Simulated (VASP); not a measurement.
Level of theory: PBEsol GGA, VASP's PBE PAW potentials (set 64) (plane waves; VASP).

The input files of a VASP run:

**INCAR**
```
SYSTEM = SnSe2
PREC = Accurate; ENCUT = 400; LREAL = .FALSE.
LASPH = .TRUE.
EDIFF = 1E-6; NELM = 100; ALGO = Normal
LMAXMIX = 4
ISMEAR = 0; SIGMA = 0.05
GGA = PS
IBRION = 2; NSW = 60; ISIF = 3
EDIFFG = -0.02
LWAVE = .FALSE.; LCHARG = .FALSE.
```

File KPOINTS:
```
Automatic mesh
0
Gamma
6 6 3
0 0 0
```

**POSCAR**
```
SnSe2
1
    1.9159422432    -3.3185095248     0.0000000000
    1.9159422432     3.3185095248    -0.0000000000
   -0.0000000000     0.0000000000     6.2349520967
Sn Se
1 2
Direct
  0.0000000000   0.0000000000   0.0000000000
  0.3333330000   0.6666670000   0.2526164324
  0.6666670000   0.3333330000   0.7473835676
```

POTCAR, in this order: Sn_d Se (PBE.64 set). Program: vasp_std.

Output of the run:

### OSZICAR
```
       N       E                     dE             d eps       ncg     rms          rms(c)
DAV:   1     0.177230133013E+03    0.17723E+03   -0.10825E+04   578   0.142E+03
DAV:   2     0.439388110447E+01   -0.17284E+03   -0.17026E+03   653   0.347E+02
DAV:   3    -0.127312022693E+02   -0.17125E+02   -0.16899E+02   732   0.108E+02
DAV:   4    -0.132220854971E+02   -0.49088E+00   -0.49013E+00   734   0.198E+01
DAV:   5    -0.132352002494E+02   -0.13115E-01   -0.13113E-01   858   0.304E+00    0.491E+00
DAV:   6    -0.129897694069E+02    0.24543E+00   -0.56602E-01   849   0.891E+00    0.312E+00
DAV:   7    -0.129629223073E+02    0.26847E-01   -0.14464E-01   750   0.295E+00    0.901E-01
DAV:   8    -0.129609538986E+02    0.19684E-02   -0.11404E-02   695   0.110E+00    0.245E-01
DAV:   9    -0.129610060434E+02   -0.52145E-04   -0.10946E-03   664   0.265E-01    0.700E-02
DAV:  10    -0.129610098343E+02   -0.37910E-05   -0.10036E-04   806   0.695E-02    0.264E-02
DAV:  11    -0.129610236452E+02   -0.13811E-04   -0.26191E-05   647   0.310E-02    0.663E-03
DAV:  12    -0.129610237534E+02   -0.10814E-06   -0.10817E-06   592   0.980E-03
   1 F= -.12961024E+02 E0= -.12961024E+02  d E =-.129610E+02
       N       E                     dE             d eps       ncg     rms          rms(c)
DAV:   1    -0.129641674016E+02   -0.31438E-02   -0.80193E-02   634   0.268E+00    0.257E-01
DAV:   2    -0.129624485468E+02    0.17189E-02   -0.45435E-03   717   0.759E-01    0.144E-01
DAV:   3    -0.129618683799E+02    0.58017E-03   -0.16670E-03   729   0.517E-01    0.450E-02
DAV:   4    -0.129618446377E+02    0.23742E-04   -0.18600E-04   785   0.119E-01    0.187E-02
DAV:   5    -0.129618423135E+02    0.23243E-05   -0.17319E-05   818   0.506E-02    0.577E-03
DAV:   6    -0.129618424678E+02   -0.15433E-06   -0.40283E-06   501   0.247E-02
   2 F= -.12961842E+02 E0= -.12961842E+02  d E =-.818714E-03
       N       E                     dE             d eps       ncg     rms          rms(c)
DAV:   1    -0.129625716455E+02   -0.72933E-03   -0.20868E-02   630   0.137E+00    0.131E-01
DAV:   2    -0.129621195600E+02    0.45209E-03   -0.11775E-03   714   0.402E-01    0.735E-02
DAV:   3    -0.129619684029E+02    0.15116E-03   -0.44987E-04   727   0.270E-01    0.231E-02
DAV:   4    -0.129619629025E+02    0.55004E-05   -0.50936E-05   792   0.610E-02    0.954E-03
DAV:   5    -0.129619623698E+02    0.53276E-06   -0.42495E-06   706   0.262E-02
   3 F= -.12961962E+02 E0= -.12961962E+02  d E =-.938616E-03
```

**OUTCAR**
```
------------------------ aborting loop because EDIFF is reached ----------------------------------------
  FORCE on cell =-STRESS in cart. coord.  units (eV):
  Direction    XX          YY          ZZ          XY          YZ          ZX
  --------------------------------------------------------------------------------------
  Total       -0.0001951     -0.0001951     -0.0057692      0.0000000     -0.0000000      0.0000000
  in kB       -0.0039538     -0.0039538     -0.1169336      0.0000000     -0.0000000      0.0000000
  external PRESSURE =      -0.0416138 kB  Pullay stress =       0.0000000 kB
  volume of cell :       79.05
      direct lattice vectors                 reciprocal lattice vectors
     1.909774092 -3.307825972  0.000000000     0.261811071 -0.151156682  0.000000000
     1.909774092  3.307825972  0.000000000     0.261811071  0.151156682 -0.000000000
     0.000000000  0.000000000  6.256558334     0.000000000  0.000000000  0.159832283
 POSITION                                       TOTAL-FORCE (eV/Angst)
 -----------------------------------------------------------------------------------
      0.00000     -0.00000      0.00000         0.000000     -0.000000      0.000000
      1.90977      1.10261      1.58461         0.000000     -0.000000      0.004485
      1.90977     -1.10261      4.67195        -0.000000      0.000000     -0.004485
 -----------------------------------------------------------------------------------
    total drift:                               -0.000000      0.000000      0.000000
  FREE ENERGIE OF THE ION-ELECTRON SYSTEM (eV)
  ---------------------------------------------------
  free  energy   TOTEN  =       -12.9619623698 eV

  energy  without entropy=      -12.9619623698  energy(sigma->0) =      -12.96196237

 reached required accuracy - stopping structural energy minimisation
```
(Selected blocks of OUTCAR.)

File CONTCAR:
```
SnSe2
   1.00000000000000
     1.9097740924802635   -3.3078259722861429    0.0000000000000000
     1.9097740924802635    3.3078259722861429    0.0000000000000000
     0.0000000000000000    0.0000000000000000    6.2565583338878445
  Sn              Se
     1     2
Direct
     0.0000000000000000    0.0000000000000000    0.0000000000000000
     0.3333330000000032    0.6666669999999968    0.2532711770860195
     0.6666669999999968    0.3333330000000032    0.7467288229139805
```

Without a dispersion term in the relaxation, distances and binding between the weakly bound layers, chains or molecules are unreliable, and so is what depends on them.

The compound is SnSe2 in the 1T layered structure. This run relaxes it. Symmetry was kept, so distortions that lower it aren't found. The start is the result of an earlier pass.
